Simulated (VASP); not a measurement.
Energy against volume of BaF₂ (fluorite). All values below come from optB86b-vdW, VASP's PBE PAW potentials (set 64) (plane waves; VASP 6.6.1).

```json
[
 {"V (Å³/atom)": "18.851", "E (eV/atom)": "-3.77779"},
 {"V (Å³/atom)": "19.452", "E (eV/atom)": "-3.79045"},
 {"V (Å³/atom)": "20.054", "E (eV/atom)": "-3.79504"},
 {"V (Å³/atom)": "20.656", "E (eV/atom)": "-3.79297"},
 {"V (Å³/atom)": "21.257", "E (eV/atom)": "-3.78517"}
]
```

**Question.** Fit a third-order Birch-Murnaghan equation of state.

**Answer.** 
The volume per atom comes out as 20.15 Å³/atom and the bulk modulus comes out as 58.3 GPa. The pressure derivative of the bulk modulus comes out as 4.81 and the lattice constant a is 6.230 Å.

Measured: bulk modulus 57.0 GPa (computed value off by +2.3 %), as given by On the Morphology of Group II Metal Fluoride Nanocrystals at Finite Temperature and Partial Pressure of HF, PMC6154342. The calculation is for a static lattice, while the measured bulk modulus holds thermal and zero-point effects, which are part of the difference.

The compound is BaF2 in the fluorite structure. It was relaxed first.
